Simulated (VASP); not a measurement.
# Ge3B2C3 (P-3m1) in VASP: single point with r2SCAN

Aim: the single point of Ge3B2C3 with r2SCAN.

All numbers are computed with VASP 6.6.1; they aren't measurements. Logs are shortened: lines on timing, memory, paths and dates and some standing lists are left out, and cuts for length are marked.

**1. Starting point**

It takes space group P-3m1 (No. 164, trigonal). The conventional cell has a = 3.042 Å, b = 3.042 Å, c = 10.834 Å, α = 90.00°, β = 90.00°, γ = 120.00°. Ge (site symmetry 3m) has 3 C at 1.92 Å as nearest neighbours. Ge (site symmetry -3m) is surrounded by 12 Ge at 2.92 to 3.04 Å. Around B (site symmetry 3m) lie 1 C at 1.55 Å. C (site symmetry 3m) is surrounded by 1 B at 1.55 Å. Around C (site symmetry -3m) lie 6 B at 1.91 Å.

The cell was built by a generator and needn't be a form met in nature.

**2. Single point, r2SCAN**

Input file INCAR:

```
SYSTEM = Ge3B2C3
PREC = Accurate ; ENCUT = 520
EDIFF = 1E-6 ; ISMEAR = 0
SIGMA = 0.1 ; LREAL = .FALSE.
LASPH = .TRUE. ; NELM = 150
ALGO = Normal ; ISIF = 2
LWAVE = .FALSE. ; LCHARG = .FALSE.
METAGGA = R2SCAN ; LMIXTAU = .TRUE.
NBANDS = 40 ; KPAR = 4
```

Input file KPOINTS:

```
Automatic mesh
0
G
  12 12 4
  0 0 0
```

Input file POSCAR:

```
Ge3B2C3
1.0
    3.0415130000      0.0000000000      0.0000000000
   -1.5207570000      2.6340280000      0.0000000000
    0.0000000000      0.0000000000     10.8343200000
Ge B C
3 2 3
Direct
    0.3333330000      0.6666670000      0.7149350000
    0.6666670000      0.3333330000      0.2850650000
    0.0000000000      0.0000000000      0.5000000000
    0.3333330000      0.6666670000      0.0696150000
    0.6666670000      0.3333330000      0.9303850000
    0.3333330000      0.6666670000      0.2125060000
    0.6666670000      0.3333330000      0.7874940000
    0.0000000000      0.0000000000      0.0000000000
```

Potentials or basis: VASP PAW PBE potentials, release 64 (Ge_d, B, C).

Run with:

```
$ cat potpaw_PBE.64/Ge_d/POTCAR potpaw_PBE.64/B/POTCAR potpaw_PBE.64/C/POTCAR > POTCAR
$ mpirun -np 4 vasp_std > vasp.out
```

OUTCAR:

```text
SYSTEM = Ge3B2C3
   PREC = Accurate
   ENCUT = 520
   EDIFF = 1E-6
   ISMEAR = 0
   LREAL = .FALSE.
   LASPH = .TRUE.
   NELM = 150
   ISIF = 2
   METAGGA = R2SCAN

 ion  position               nearest neighbor table
   1  0.333  0.667  0.715-   7 1.92   7 1.92   7 1.92   3 2.92   3 2.92   3 2.92
   2  0.667  0.333  0.285-   6 1.92   6 1.92   6 1.92   3 2.92   3 2.92   3 2.92
   3  0.000  0.000  0.500-   1 2.92   2 2.92   2 2.92   1 2.92   2 2.92   1 2.92
   4  0.333  0.667  0.070-   6 1.55   8 1.91   8 1.91   8 1.91
   5  0.667  0.333  0.930-   7 1.55   8 1.91   8 1.91   8 1.91
   6  0.333  0.667  0.213-   4 1.55   2 1.92   2 1.92   2 1.92
   7  0.667  0.333  0.787-   5 1.55   1 1.92   1 1.92   1 1.92
   8  0.000  0.000  0.000-   4 1.91   5 1.91   5 1.91   4 1.91   5 1.91   4 1.91

  LATTYP: Found a hexagonal cell.
 ALAT       =     3.0415130000
 C/A-ratio  =     3.5621481809

  Lattice vectors:

 A1 = (   3.0415130000,   0.0000000000,   0.0000000000)
 A2 = (  -1.5207570000,   2.6340280000,   0.0000000000)
 A3 = (   0.0000000000,   0.0000000000,  10.8343200000)

Analysis of symmetry for initial positions (statically):
=====================================================================
 Subroutine PRICEL returns:
 Original cell was already a primitive cell.

 Routine SETGRP: Setting up the symmetry group for a
 hexagonal supercell.

 Subroutine GETGRP returns: Found 12 space group operations
 (whereof 12 operations were pure point group operations)
 out of a pool of 24 trial point group operations.

The static configuration has the point symmetry D_3d.

Analysis of symmetry for dynamics (positions and initial velocities):
=====================================================================
 Subroutine PRICEL returns:
 Original cell was already a primitive cell.

 Routine SETGRP: Setting up the symmetry group for a
 hexagonal supercell.

 Subroutine GETGRP returns: Found 12 space group operations
 (whereof 12 operations were pure point group operations)
 out of a pool of 24 trial point group operations.

The dynamic configuration has the point symmetry D_3d.

 Subroutine INISYM returns: Found 12 space group operations
 (whereof 12 operations are pure point group operations),
 and found     1 'primitive' translations

[... 112 lines left out ...]
   ISIF   =      2    stress and relaxation
   ISYM   =      2    0-nonsym 1-usesym 2-fastsym
   POTIM  = 0.5000    time-step for ionic-motion
   TEBEG  =    0.0;   TEEND  =   0.0 temperature during run
   PSTRESS=    0.0 pullay stress
   NELECT =      60.0000    total number of electrons
   NUPDOWN=      -1.0000    fix difference up-down
   EMIN   =  10.00;   EMAX   =-10.00  energy-range for DOS
   EFERMI =   0.00;   METHOD = LEGACY
   ISMEAR =     0;   SIGMA  =   0.10  broadening in eV -4-tet -1-fermi 0-gaus
   EFERMI_NEDOS =   21; number of points for ismear=-14 and -15
   IALGO  =     38    algorithm
   IMIX   =      4    mixing-type and parameters
     AMIX     =   0.40;   BMIX     =  1.00
     AMIX_MAG =   1.60;   BMIX_MAG =  1.00
  volume/ion in A,a.u.               =      10.85        73.22
  Fermi-wavevector in a.u.,A,eV,Ry     =   1.447509  2.735396 28.508055  2.095283
  Thomas-Fermi vector in A             =   2.565456
   LORBIT       =      0    0 simple, 1 ext, 2 COOP (PROOUT), +10 PAW based schemes
   METAGGA = R2SCAN    functional components
   LHFCALC =     F    Hartree Fock is set to
   AEXX    =    0.0000 exact exchange contribution
   IVDW    =     0    specifies the selected vdW correction
   LEPSILON=     F    determine dielectric tensor
   LRPA    =     F    only Hartree local field effects (RPA)
 non-spin polarized calculation
 Gauss-broadening in eV      SIGMA  =   0.10
  energy-cutoff  :      520.00
  volume of cell :       86.80
 maximum number of plane-waves:      2358
 NGX is ok and might be reduce to    24
   NGX = 11   NGY = 11   NGZ = 41

 number of electron      60.0000014 magnetization

 Free energy of the ion-electron system (eV)
  ---------------------------------------------------
  ext. energy  EPLUGINS =         0.00000000
  ---------------------------------------------------
  free energy    TOTEN  =       -79.82086206 eV

  energy without entropy =      -79.81552695  energy(sigma->0) =      -79.81819450

 E-fermi :   7.3628     XC(G=0): -12.8115

 val. band max:        7.3106714262   @ k =   0.4167   0.0833   0.5000
 cond. band min:       7.3995556164   @ k =  -0.1667   0.5000   0.2500
 fundamental gap:      0.0888841902
 Fermi energy:         7.3628139034

 k-point     1 :       0.0000    0.0000    0.0000
  band No.  band energies     occupation
      1     -18.0963      2.00000
      2     -18.0963      2.00000
      3     -18.0293      2.00000
      4     -18.0211      2.00000
      5     -18.0211      2.00000
      6     -18.0054      2.00000
[... 1021 lines left out ...]
     39      15.0689      0.00000
     40      15.3802      0.00000

 [... further k-points ...]

------------------------ aborting loop because EDIFF is reached ----------------------------------------

  FORCE on cell =-STRESS in cart. coord.  units (eV):
  Direction    XX          YY          ZZ          XY          YZ          ZX
  --------------------------------------------------------------------------------------
  -------------------------------------------------------------------------------------
  Total       -1.5378423     -1.5378428     -1.6698697      0.0000003     -0.0000000     -0.0000000
  in kB      -28.3864223    -28.3864326    -30.8234636      0.0000054     -0.0000000     -0.0000000
  external PRESSURE =     -29.1987728 kB  Pullay stress =       0.0000000 kB

 VOLUME and BASIS-vectors are now :
 -----------------------------------------------------------------------------
  energy-cutoff  :      520.00
  volume of cell :       86.80
      direct lattice vectors                 reciprocal lattice vectors
     3.041513000  0.000000000  0.000000000     0.328783734  0.189823405  0.000000000
    -1.520757000  2.634028000  0.000000000     0.000000000  0.379646686  0.000000000
     0.000000000  0.000000000 10.834320000     0.000000000  0.000000000  0.092299286

 POSITION                                       TOTAL-FORCE (eV/Angst)
 -----------------------------------------------------------------------------------
     -0.00000      1.75602      7.74583         0.000000     -0.000000      0.170627
      1.52076      0.87801      3.08849        -0.000000      0.000000     -0.170627
      0.00000      0.00000      5.41716        -0.000000      0.000000      0.000000
     -0.00000      1.75602      0.75423         0.000000      0.000000      0.132092
      1.52076      0.87801     10.08009        -0.000000     -0.000000     -0.132092
     -0.00000      1.75602      2.30236         0.000000      0.000000      0.221983
      1.52076      0.87801      8.53196        -0.000000      0.000000     -0.221983
      0.00000      0.00000      0.00000        -0.000000      0.000000      0.000000
 -----------------------------------------------------------------------------------
    total drift:                                0.000000     -0.000000      0.000000

  FREE ENERGIE OF THE ION-ELECTRON SYSTEM (eV)
  ---------------------------------------------------
  free  energy   TOTEN  =       -79.8208620555 eV

  energy  without entropy=      -79.8155269508  energy(sigma->0) =      -79.81819450
```

OSZICAR:

```text
N       E                     dE             d eps       ncg     rms          rms(c)
DAV:   1     0.574970391092E+03    0.57497E+03   -0.28554E+04  7088   0.394E+03
DAV:   2     0.272929772143E+02   -0.54768E+03   -0.51705E+03  5520   0.937E+02
DAV:   3    -0.840414141862E+02   -0.11133E+03   -0.10772E+03  6216   0.218E+02
[... 14 lines left out ...]
DAV:  18    -0.798208497826E+02    0.12384E-04   -0.51998E-06  5736   0.205E-02    0.252E-03
DAV:  19    -0.798208646714E+02   -0.14889E-04   -0.18091E-06  4944   0.153E-02    0.736E-04
DAV:  20    -0.798208613830E+02    0.32884E-05   -0.22487E-07  3776   0.486E-03    0.603E-04
DAV:  21    -0.798208636031E+02   -0.22201E-05   -0.11218E-07  3712   0.541E-03    0.290E-04
DAV:  22    -0.798208622308E+02    0.13724E-05   -0.37858E-08  3608   0.242E-03    0.125E-04
DAV:  23    -0.798208620555E+02    0.17527E-06   -0.98969E-09  3440   0.120E-03
   1 F= -.79820862E+02 E0= -.79818195E+02  d E =-.533510E-02
```

It took 2.2 min on 4 MPI ranks of Intel Xeon 6975P-C (Granite Rapids), shared host; peak memory 0.35 GiB.

Results:

```yaml
Free_energy: -79.8209 eV
Pressure: -2.9 GPa
Largest_force: 0.222 eV/Å
Band_gap_on_the_k_mesh: none (metal or under the smearing width)
```

Forces in eV/Å, atoms in the order of the input:
```
Ge   0.000  0.000  0.171
Ge   0.000  0.000 -0.171
Ge   0.000  0.000  0.000
B    0.000  0.000  0.132
B    0.000  0.000 -0.132
C    0.000  0.000  0.222
C    0.000  0.000 -0.222
C    0.000  0.000  0.000
```

Stress tensor (GPa, compression positive):
```
-2.84  0.00  0.00
 0.00 -2.84  0.00
 0.00  0.00 -3.08
```

Caveat: the PAW data sets were made with another functional, which shifts forces and pressure a little.
